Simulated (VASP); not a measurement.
OSZICAR of a VASP run on BaTiO₃ (tetragonal perovskite):

### OSZICAR
```
...
DAV:   2    -0.277143249881E+01   -0.45999E+03   -0.45328E+03  2456   0.487E+02
DAV:   3    -0.487263964765E+02   -0.45955E+02   -0.45458E+02  2784   0.146E+02
DAV:   4    -0.508315595482E+02   -0.21052E+01   -0.21039E+01  2808   0.284E+01
DAV:   5    -0.509066085161E+02   -0.75049E-01   -0.75046E-01  2656   0.392E+00    0.232E+01
DAV:   6    -0.403230831739E+02    0.10584E+02   -0.78209E+01  3040   0.771E+01    0.105E+01
DAV:   7    -0.402459124715E+02    0.77171E-01   -0.14283E+01  2520   0.280E+01    0.660E+00
DAV:   8    -0.400235870418E+02    0.22233E+00   -0.98430E-01  2552   0.949E+00    0.306E+00
DAV:   9    -0.400557026307E+02   -0.32116E-01   -0.37130E-01  2656   0.507E+00    0.146E+00
DAV:  10    -0.400373414060E+02    0.18361E-01   -0.16898E-01  2592   0.414E+00    0.442E-01
DAV:  11    -0.400352463189E+02    0.20951E-02   -0.11349E-02  2512   0.744E-01    0.146E-01
DAV:  12    -0.400351056622E+02    0.14066E-03   -0.13758E-03  2416   0.249E-01    0.416E-02
DAV:  13    -0.400351031171E+02    0.25452E-05   -0.23628E-04  2360   0.130E-01    0.214E-02
DAV:  14    -0.400351030049E+02    0.11216E-06   -0.48768E-05  2976   0.615E-02    0.116E-02
DAV:  15    -0.400351025943E+02    0.41062E-06   -0.19650E-05  2752   0.357E-02    0.628E-03
DAV:  16    -0.400351024431E+02    0.15121E-06   -0.42064E-06  2504   0.184E-02    0.325E-03
DAV:  17    -0.400351024264E+02    0.16644E-07   -0.12665E-06  2448   0.104E-02    0.112E-03
DAV:  18    -0.400351024089E+02    0.17504E-07   -0.62767E-08  1096   0.275E-03
   1 F= -.41296016E+02 E0= -.41296016E+02  d E =-.412960E+02
       N       E                     dE             d eps       ncg     rms          rms(c)
DAV:   1    -0.400305518147E+02    0.45506E-02   -0.18129E+00  2144   0.148E+01    0.378E-01
DAV:   2    -0.400397536726E+02   -0.92019E-02   -0.11109E-01  2056   0.231E+00    0.391E-01
DAV:   3    -0.400395091455E+02    0.24453E-03   -0.65606E-03  2704   0.611E-01    0.224E-01
DAV:   4    -0.400393626845E+02    0.14646E-03   -0.12363E-03  2440   0.305E-01    0.108E-01
DAV:   5    -0.400393473324E+02    0.15352E-04   -0.36798E-04  2368   0.152E-01    0.239E-02
DAV:   6    -0.400393417859E+02    0.55465E-05   -0.61484E-05  2368   0.676E-02    0.121E-02
DAV:   7    -0.400393415997E+02    0.18623E-06   -0.10799E-05  2520   0.283E-02    0.543E-03
DAV:   8    -0.400393412061E+02    0.39358E-06   -0.44932E-06  2464   0.152E-02    0.150E-03
DAV:   9    -0.400393412408E+02   -0.34731E-07   -0.48246E-07  2072   0.484E-03
   2 F= -.41300317E+02 E0= -.41300317E+02  d E =-.430076E-02
       N       E                     dE             d eps       ncg     rms          rms(c)
DAV:   1    -0.400392165782E+02    0.12463E-03   -0.39198E-02  2144   0.218E+00    0.581E-02
DAV:   2    -0.400394153242E+02   -0.19875E-03   -0.24168E-03  2072   0.341E-01    0.601E-02
DAV:   3    -0.400394105884E+02    0.47357E-05   -0.14127E-04  2696   0.900E-02    0.350E-02
DAV:   4    -0.400394075096E+02    0.30788E-05   -0.26866E-05  2456   0.457E-02    0.163E-02
DAV:   5    -0.400394070728E+02    0.43680E-06   -0.81981E-06  2376   0.228E-02    0.334E-03
DAV:   6    -0.400394069636E+02    0.10923E-06   -0.12001E-06  2408   0.967E-03    0.176E-03
DAV:   7    -0.400394069703E+02   -0.66889E-08   -0.21151E-07  1568   0.418E-03
   3 F= -.41300392E+02 E0= -.41300392E+02  d E =-.437587E-02
       N       E                     dE             d eps       ncg     rms          rms(c)
DAV:   1    -0.400440489418E+02   -0.46420E-02   -0.73428E-01  1928   0.840E+00    0.483E-01
DAV:   2    -0.400438408315E+02    0.20811E-03   -0.41900E-02  2000   0.151E+00    0.311E-01
DAV:   3    -0.400421692936E+02    0.16715E-02   -0.55248E-03  2632   0.634E-01    0.126E-01
DAV:   4    -0.400419032804E+02    0.26601E-03   -0.14450E-03  2664   0.322E-01    0.375E-02
DAV:   5    -0.400418994110E+02    0.38694E-05   -0.18422E-04  2584   0.110E-01    0.167E-02
DAV:   6    -0.400418968310E+02    0.25800E-05   -0.23296E-05  2648   0.378E-02    0.944E-03
DAV:   7    -0.400418975446E+02   -0.71356E-06   -0.45467E-06  2416   0.164E-02    0.350E-03
DAV:   8    -0.400418974640E+02    0.80617E-07   -0.18698E-06  2400   0.922E-03    0.938E-04
DAV:   9    -0.400418974546E+02    0.94010E-08   -0.11276E-07  1224   0.277E-03
   4 F= -.41302971E+02 E0= -.41302971E+02  d E =-.257950E-02
       N       E                     dE             d eps       ncg     rms          rms(c)
DAV:   1    -0.400528835027E+02   -0.10986E-01   -0.31535E+00  1928   0.174E+01    0.100E+00
DAV:   2    -0.400518465272E+02    0.10370E-02   -0.17980E-01  2000   0.311E+00    0.648E-01
DAV:   3    -0.400447215006E+02    0.71250E-02   -0.23204E-02  2696   0.129E+00    0.264E-01
DAV:   4    -0.400435408119E+02    0.11807E-02   -0.61622E-03  2664   0.675E-01    0.782E-02
DAV:   5    -0.400435234574E+02    0.17355E-04   -0.74597E-04  2584   0.228E-01    0.331E-02
DAV:   6    -0.400435136533E+02    0.98040E-05   -0.90785E-05  2680   0.740E-02    0.192E-02
DAV:   7    -0.400435165885E+02   -0.29352E-05   -0.16936E-05  2400   0.322E-02    0.659E-03
DAV:   8    -0.400435164076E+02    0.18091E-06   -0.63126E-06  2456   0.171E-02    0.179E-03
DAV:   9    -0.400435163862E+02    0.21399E-07   -0.44495E-07  2080   0.528E-03
   5 F= -.41304815E+02 E0= -.41304815E+02  d E =-.442337E-02
       N       E                     dE             d eps       ncg     rms          rms(c)
DAV:   1    -0.400436518789E+02   -0.13547E-03   -0.30415E-02  1928   0.172E+00    0.986E-02
DAV:   2    -0.400436441554E+02    0.77235E-05   -0.17328E-03  2000   0.304E-01    0.637E-02
DAV:   3    -0.400435740019E+02    0.70154E-04   -0.22083E-04  2608   0.127E-01    0.243E-02
DAV:   4    -0.400435641395E+02    0.98624E-05   -0.55439E-05  2680   0.631E-02    0.753E-03
DAV:   5    -0.400435640047E+02    0.13480E-06   -0.72205E-06  2672   0.220E-02    0.339E-03
DAV:   6    -0.400435638952E+02    0.10949E-06   -0.89160E-07  2560   0.745E-03    0.192E-03
DAV:   7    -0.400435639319E+02   -0.36726E-07   -0.15208E-07  1176   0.330E-03
   6 F= -.41304837E+02 E0= -.41304837E+02  d E =-.444560E-02
       N       E                     dE             d eps       ncg     rms          rms(c)
DAV:   1    -0.400437627314E+02   -0.19884E-03   -0.29528E-01  1920   0.437E+00    0.133E-01
DAV:   2    -0.400442182309E+02   -0.45550E-03   -0.75394E-03  2056   0.672E-01    0.855E-02
DAV:   3    -0.400441242730E+02    0.93958E-04   -0.46205E-04  3048   0.171E-01    0.412E-02
DAV:   4    -0.400440922691E+02    0.32004E-04   -0.14773E-04  2552   0.104E-01    0.158E-02
DAV:   5    -0.400440901999E+02    0.20692E-05   -0.30628E-05  2560   0.485E-02    0.677E-03
DAV:   6    -0.400440899390E+02    0.26095E-06   -0.18022E-06  2592   0.124E-02    0.359E-03
DAV:   7    -0.400440898881E+02    0.50942E-07   -0.62061E-07  2416   0.735E-03
   7 F= -.41305403E+02 E0= -.41305403E+02  d E =-.565454E-03
       N       E                     dE             d eps       ncg     rms          rms(c)
DAV:   1    -0.400440771572E+02    0.12782E-04   -0.31633E-02  1920   0.143E+00    0.432E-02
DAV:   2    -0.400441261069E+02   -0.48950E-04   -0.81095E-04  2064   0.220E-01    0.281E-02
DAV:   3    -0.400441161863E+02    0.99206E-05   -0.50548E-05  3088   0.566E-02    0.137E-02
DAV:   4    -0.400441126399E+02    0.35464E-05   -0.16518E-05  2560   0.350E-02    0.530E-03
DAV:   5    -0.400441124253E+02    0.21465E-06   -0.34128E-06  2568   0.162E-02    0.223E-03
DAV:   6    -0.400441123861E+02    0.39200E-07   -0.17468E-07  1544   0.410E-03
   8 F= -.41305438E+02 E0= -.41305438E+02  d E =-.600587E-03
       N       E                     dE             d eps       ncg     rms          rms(c)
DAV:   1    -0.400433091733E+02    0.80325E-03   -0.24433E-01  2208   0.550E+00    0.156E-01
DAV:   2    -0.400443321152E+02   -0.10229E-02   -0.13582E-02  2080   0.892E-01    0.113E-01
DAV:   3    -0.400442693290E+02    0.62786E-04   -0.65011E-04  2688   0.200E-01    0.597E-02
DAV:   4    -0.400442289399E+02    0.40389E-04   -0.16577E-04  2688   0.116E-01    0.253E-02
DAV:   5    -0.400442253101E+02    0.36299E-05   -0.37173E-05  2648   0.509E-02    0.639E-03
DAV:   6    -0.400442252266E+02    0.83426E-07   -0.21150E-06  2440   0.116E-02    0.408E-03
DAV:   7    -0.400442251367E+02    0.89944E-07   -0.71931E-07  2360   0.753E-03
   9 F= -.41305571E+02 E0= -.41305571E+02  d E =-.133383E-03
       N       E                     dE             d eps       ncg     rms          rms(c)
DAV:   1    -0.400441751083E+02    0.50118E-04   -0.28504E-02  2216   0.188E+00    0.533E-02
DAV:   2    -0.400442940687E+02   -0.11896E-03   -0.15840E-03  2088   0.304E-01    0.386E-02
DAV:   3    -0.400442870432E+02    0.70255E-05   -0.74619E-05  2680   0.676E-02    0.204E-02
DAV:   4    -0.400442824614E+02    0.45817E-05   -0.19269E-05  2672   0.394E-02    0.866E-03
DAV:   5    -0.400442821334E+02    0.32807E-06   -0.43643E-06  2640   0.175E-02    0.216E-03
DAV:   6    -0.400442821387E+02   -0.52933E-08   -0.22944E-07  1800   0.394E-03
  10 F= -.41305621E+02 E0= -.41305621E+02  d E =-.182970E-03
       N       E                     dE             d eps       ncg     rms          rms(c)
DAV:   1    -0.400442774151E+02    0.47183E-05   -0.20282E-02  2224   0.147E+00    0.262E-02
DAV:   2    -0.400443395613E+02   -0.62146E-04   -0.72966E-04  1944   0.198E-01    0.125E-02
DAV:   3    -0.400443413350E+02   -0.17736E-05   -0.31271E-05  2760   0.353E-02    0.635E-03
DAV:   4    -0.400443411620E+02    0.17293E-06   -0.14020E-06  2504   0.109E-02    0.211E-03
DAV:   5    -0.400443411583E+02    0.37735E-08   -0.25644E-07  1992   0.426E-03
  11 F= -.41305682E+02 E0= -.41305682E+02  d E =-.614871E-04
```

Which electronic solver shows in the log?

It is blocked Davidson (ALGO = Normal, or the opening steps of other solvers). The INCAR had ALGO = Normal.

Can the final energy be trusted as converged?

The calculation finished and met its thresholds. It stopped with EDIFF = 1E-7, NELM = 100, NSW = 30 and EDIFFG = -0.01 after 11 ionic steps (PBE GGA with D3 dispersion (Becke-Johnson damping), plane waves, VASP's PBE PAW potentials (set 64)).

The compound is BaTiO3 in the tetragonal perovskite structure. This cell is one point of a volume scan, at 1.03 of the reference volume. Symmetry was kept, so distortions that lower it aren't found.
